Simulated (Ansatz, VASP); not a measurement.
**SnPt (SnPt (P6_3/mmc)) in two plane-wave programs**

Wanted: the spread between two codes on one cell, functional and k mesh. The cell is taken from a series of runs on this material, whose earlier steps may have relaxed, scaled, displaced or heated it; both programs get it as it stands.

Calculated with Ansatz 0.2.0; plane waves, with VASP 6.6.1 beside it; relaxation of cell and atoms at r2SCAN.

### 1. The starting structure

The structure is hexagonal, space group P6_3/mmc (No. 194). The conventional cell has a = 4.144 Å, b = 4.144 Å, c = 5.476 Å, α = 90.00°, β = 90.00°, γ = 120.00°. Nearest to Sn lie 6 Pt at 2.76 Å. Nearest to Pt lie 2 Pt at 2.74 Å and 6 Sn at 2.76 Å. Farther neighbours are not listed.

### 2. VASP: relaxation of cell and atoms, r2SCAN

The relaxed volume is the usual yardstick between codes: in a stiff, nearly cubic crystal its relative difference is about their pressure difference at one cell divided by the bulk modulus.

Lines of VASP's logs that name or quote its potential files are left out, and so is its time.

Contents of INCAR:

```
SYSTEM = SnPt
PREC = Accurate
ENCUT = 550
EDIFF = 1E-07
NELM = 120
ISMEAR = -1
SIGMA = 0.05
LREAL = .FALSE.
ALGO = Normal
METAGGA = R2SCAN
LASPH = .TRUE.
NBANDS = 30
LORBIT = 11
LWAVE = .FALSE.
LCHARG = .FALSE.
ISIF = 3
IBRION = 2
NSW = 80
EDIFFG = -0.005
GGA_COMPAT = .FALSE.
NELMIN = 4
LMIXTAU = .TRUE.
KPAR = 2
```

Contents of POSCAR:

```
SnPt
1.0
    4.1440710000      0.0000000000      0.0000000000
   -2.0720350000      3.5888700000      0.0000000000
    0.0000000000      0.0000000000      5.4755780000
Sn Pt
2 2
Direct
    0.6666665058      0.3333333333      0.7500000913
    0.3333332529      0.6666666667      0.2500000913
    0.0000000000      0.0000000000      0.5000000000
    0.0000000000      0.0000000000      0.0000000000
```

Contents of KPOINTS:

```
Automatic mesh
0
Gamma
11 11 7
0 0 0
```

PAW data sets: Sn_d and Pt (PBE family, release 64).

The run is started by

```console
$ mpirun -np 2 vasp_std
```

Numbers of over 12 decimals in the logs are rounded to 6 here.

The program printed:

```text
[banner, memory and clock lines left out]
running    2 mpi-ranks, on    1 nodes
 distrk:  each k-point on    1 cores,    2 groups
 distr:  one band on    1 cores,    1 groups

 POSCAR found type information on POSCAR SnPt
 POSCAR found :  2 types and       4 ions
|                                                                             |
|               ----> ADVICE to this user running VASP <----                  |
|                                                                             |
|     You enforced a specific xc type in the INCAR file but a different       |
|     [... a line on the potential file left out ...]
|     I HOPE YOU KNOW WHAT YOU ARE DOING!                                     |
|                                                                             |

 LDA part: xc-table for (None), standard interpolation
 POSCAR, INCAR and KPOINTS ok, starting setup
 FFT: planning ... GRIDC
 FFT: planning ... GRID_SOFT
 FFT: planning ... GRID
 WAVECAR not read
 entering main loop
       N       E                     dE             d eps       ncg     rms          rms(c)
DAV:   1     0.371702250861E+03    0.37170E+03   -0.24636E+04  4070   0.251E+03
DAV:   2    -0.985673365555E+02   -0.47027E+03   -0.45086E+03  3922   0.648E+02
DAV:   3    -0.163067071884E+03   -0.64500E+02   -0.61175E+02  4354   0.185E+02
DAV:   4    -0.165746554650E+03   -0.26795E+01   -0.26566E+01  4448   0.407E+01
DAV:   5    -0.165835979841E+03   -0.89425E-01   -0.89406E-01  5138   0.762E+00    0.128E+01
DAV:   6    -0.157334835936E+03    0.85011E+01   -0.59359E+00  4224   0.239E+01    0.579E+00
DAV:   7    -0.154422730624E+03    0.29121E+01   -0.49361E-01  4370   0.556E+00    0.315E+00
DAV:   8    -0.154886576088E+03   -0.46385E+00   -0.81010E-01  3960   0.618E+00    0.176E+00
DAV:   9    -0.154669790995E+03    0.21679E+00   -0.36445E-01  3870   0.462E+00    0.371E-01
DAV:  10    -0.154913112376E+03   -0.24332E+00   -0.77852E-02  3872   0.180E+00    0.340E-01
DAV:  11    -0.154922849549E+03   -0.97372E-02   -0.20569E-02  4248   0.959E-01    0.211E-01
DAV:  12    -0.154913466136E+03    0.93834E-02   -0.31576E-03  4114   0.405E-01    0.196E-01
DAV:  13    -0.154925990872E+03   -0.12525E-01   -0.35232E-03  3858   0.398E-01    0.844E-02
DAV:  14    -0.154927224050E+03   -0.12332E-02   -0.11155E-03  4122   0.262E-01    0.281E-02
DAV:  15    -0.154927184783E+03    0.39267E-04   -0.10304E-04  4086   0.765E-02    0.309E-02
DAV:  16    -0.154927089351E+03    0.95433E-04   -0.18290E-04  3932   0.834E-02    0.147E-02
DAV:  17    -0.154927261328E+03   -0.17198E-03   -0.12266E-04  3894   0.835E-02    0.349E-03
DAV:  18    -0.154927262960E+03   -0.16321E-05   -0.21469E-06  4500   0.107E-02    0.277E-03
DAV:  19    -0.154927264792E+03   -0.18315E-05   -0.33411E-07  3404   0.357E-03    0.120E-03
DAV:  20    -0.154927268084E+03   -0.32917E-05   -0.10352E-06  3490   0.823E-03    0.363E-04
DAV:  21    -0.154927267937E+03    0.14643E-06   -0.67476E-08  2670   0.211E-03    0.276E-04
DAV:  22    -0.154927268075E+03   -0.13791E-06   -0.53432E-08  2304   0.147E-03    0.159E-04
DAV:  23    -0.154927268026E+03    0.49397E-07   -0.13241E-08  2016   0.812E-04
   1 F= -.15492727E+03 E0= -.15492159E+03  d E =-.154927E+03
[...]
2 F= -.15492734E+03 E0= -.15492174E+03  d E =-.686435E-04
[...]
3 F= -.15492738E+03 E0= -.15492175E+03  d E =-.111694E-03
[...]
4 F= -.15492738E+03 E0= -.15492177E+03  d E =0.429942E-06
 trial-energy change:    0.000000  1 .order   -0.000006   -0.000065    0.000052
 step:   0.4316(harm=  0.5132)  dis= 0.00000  next Energy=  -154.927394 (dE=-0.144E-04)
 bond charge predicted
       N       E                     dE             d eps       ncg     rms          rms(c)
DAV:   1    -0.154927490910E+03   -0.11157E-03   -0.37226E-03  4164   0.542E-01    0.617E-02
DAV:   2    -0.154927410053E+03    0.80857E-04   -0.16511E-04  4374   0.155E-01    0.305E-02
DAV:   3    -0.154927394472E+03    0.15581E-04   -0.31578E-05  5090   0.726E-02    0.117E-02
DAV:   4    -0.154927393050E+03    0.14217E-05   -0.87437E-06  5316   0.296E-02    0.343E-03
DAV:   5    -0.154927393480E+03   -0.42961E-06   -0.32436E-06  4158   0.164E-02    0.132E-03
DAV:   6    -0.154927394751E+03   -0.12709E-05   -0.59332E-07  3570   0.587E-03    0.780E-04
DAV:   7    -0.154927394628E+03    0.12245E-06   -0.57797E-08  2142   0.200E-03    0.306E-04
DAV:   8    -0.154927394695E+03   -0.66392E-07   -0.30670E-08  1968   0.145E-03
   5 F= -.15492739E+03 E0= -.15492177E+03  d E =-.149747E-04
 curvature:  -0.30 expect dE=-0.675E-06 dE for cont linesearch -0.408E-06
 trial: gam=-0.14145 g(F)=  0.129E-41 g(S)=  0.225E-05 ort = 0.108E-04 (trialstep = 0.826E+00)
 search vector abs. value=  0.909E-06
 reached required accuracy - stopping structural energy minimisation
```

Parts of OUTCAR (step 2):

```text
ion  position               nearest neighbor table
   1  0.667  0.333  0.750-   4 2.76   4 2.76   3 2.76   3 2.76   4 2.76   3 2.76   2 3.64   2 3.64
                             2 3.64   2 3.64   2 3.64   2 3.64
   2  0.333  0.667  0.250-   3 2.76   3 2.76   4 2.76   4 2.76   3 2.76   4 2.76   1 3.64   1 3.64
                             1 3.64   1 3.64   1 3.64   1 3.64
   3  0.000  0.000  0.500-   4 2.74   4 2.74   2 2.76   2 2.76   1 2.76   1 2.76   2 2.76   1 2.76

  LATTYP: Found a hexagonal cell.
 ALAT       =     4.1440710000
 C/A-ratio  =     1.3213040993

 Subroutine GETGRP returns: Found 24 space group operations
 (whereof 12 operations were pure point group operations)

The static configuration has the point symmetry D_3d.
 The point group associated with its full space group is D_6h.

 Found     64 irreducible k-points:

   k-points           NKPTS =     64   k-points in BZ     NKDIM =     64   number of bands    NBANDS=     30

   dimension x,y,z NGX =    32 NGY =   32 NGZ =   42
   dimension x,y,z NGXF=    64 NGYF=   64 NGZF=   84

   ENCUT  =  550.0 eV  40.42 Ry    6.36 a.u.   7.92  7.92 10.47*2*pi/ulx,y,z

   NELECT =      48.0000    total number of electrons

 k-points in reciprocal lattice and weights: Automatic mesh
   0.00000000  0.00000000  0.00000000       0.001
   0.09090909 -0.00000000  0.00000000       0.007
   0.18181818 -0.00000000  0.00000000       0.007
   0.27272727 -0.00000000  0.00000000       0.007
   0.36363636 -0.00000000  0.00000000       0.007
   0.45454545 -0.00000000  0.00000000       0.007
   0.09090909  0.09090909  0.00000000       0.007
   0.18181818  0.09090909  0.00000000       0.014
   0.27272727  0.09090909  0.00000000       0.014
[...]
0.27272727  0.27272727  0.42857143       0.014
   0.36363636  0.27272727  0.42857143       0.014

 average (electrostatic) potential at core
       1-103.1278       2-103.1278       3 -70.1361       4 -70.1361

 E-fermi :   9.4966

 k-point     1 :       0.0000    0.0000    0.0000
  band No.  band energies     occupation
    ...
     18       5.1651      2.00000
     19       6.1184      2.00000
     20       6.1184      2.00000
     21       7.4469      2.00000
     22       7.4469      2.00000
     23      10.7556      0.00000
     24      11.2871      0.00000
     25      11.2872      0.00000
     26      13.6467      0.00000
     27      14.5487      0.00000
    ...

 k-point     2 :       0.0909   -0.0000    0.0000
  band No.  band energies     occupation
    ...
     18       5.1664      2.00000
     19       6.0472      2.00000
     20       6.1496      2.00000
     21       7.4315      2.00000
     22       7.4480      2.00000
     23      10.4386      0.00000
     24      10.6997      0.00000
     25      11.0018      0.00000
     26      13.2995      0.00000
     27      14.5823      0.00000
    ...

 k-point     3 :       0.1818   -0.0000    0.0000
  band No.  band energies     occupation
    ...
     19       5.8739      2.00000
     20       6.2350      2.00000
     21       7.3938      2.00000
     22       7.4512      2.00000
     23       8.9037      1.99999
     24      10.2989      0.00000
     25      10.5023      0.00000
     26      12.7245      0.00000
     27      14.3157      0.00000
     28      15.1501      0.00000
    ...

  Total        0.0045181      0.0045181      0.0120552      0.0000000     -0.0000000      0.0000000
  in kB        0.0889943      0.0889942      0.2374541      0.0000000     -0.0000000      0.0000000
  external PRESSURE =       0.1384809 kB  Pullay stress =       0.0000000 kB

  energy-cutoff  :      550.00
  volume of cell :       81.34
      direct lattice vectors                 reciprocal lattice vectors
     4.140148477 -0.000000001  0.000000000     0.241537231  0.139451581  0.000000000
    -2.070073739  3.585472998  0.000000000     0.000000000  0.278903230  0.000000000
    -0.000000000 -0.000000000  5.479528438    -0.000000000 -0.000000000  0.182497456

 POSITION                                       TOTAL-FORCE (eV/Angst)
 -----------------------------------------------------------------------------------
      2.07007      1.19516      4.10965         0.000000      0.000000      0.000000
     -0.00000      2.39032      1.36988         0.000000     -0.000000      0.000000
     -0.00000     -0.00000      2.73976        -0.000000     -0.000000      0.000000
     -0.00000     -0.00000      5.47953        -0.000000     -0.000000      0.000000
 -----------------------------------------------------------------------------------
    total drift:                                0.000280      0.000052     -0.000154

  FREE ENERGIE OF THE ION-ELECTRON SYSTEM (eV)
  ---------------------------------------------------
  free  energy   TOTEN  =      -154.9273946948 eV

  energy  without entropy=     -154.9161544974  energy(sigma->0) =     -154.92177460

 reached required accuracy - stopping structural energy minimisation

 total charge
# of ion       s       p       d       tot
------------------------------------------
    1        1.094   1.148  10.056  12.298
    2        1.094   1.148  10.056  12.298
    3        0.693   0.578   8.166   9.437
    4        0.693   0.578   8.166   9.437
--------------------------------------------------
tot          3.575   3.453  36.444  43.472

[... 3 further parts left out ...]
```

CONTCAR:

```
SnPt
   1.00000000000000
     4.1401484769926533   -0.0000000005465296    0.0000000000000000
    -2.0700737394429041    3.5854729978632855    0.0000000000000000
    -0.0000000000000000   -0.0000000000000000    5.4795284378555502
  Sn              Pt
     2     2
Direct
     0.6666665058000021    0.3333333332999970    0.7500000913000022
     0.3333332528999975    0.6666666667000030    0.2500000913000022
     0.0000000000000000    0.0000000000000000    0.5000000000000000
     0.0000000000000000    0.0000000000000000    1.0000000000000000
```

[end of part 1 of 2]

[Lines on the potential files, build, host, timing and source positions are cut from VASP's logs without a mark.]

[Logs are printed without paths, hosts, clocks, repeated set-up lines and the standing remarks that a program may print on its own settings, such as how far it seeks lower states.]

[Hosts, paths, dates, database ids (printed as entryN), source tags and the programs' standing remarks are cut or masked in the printed files.]
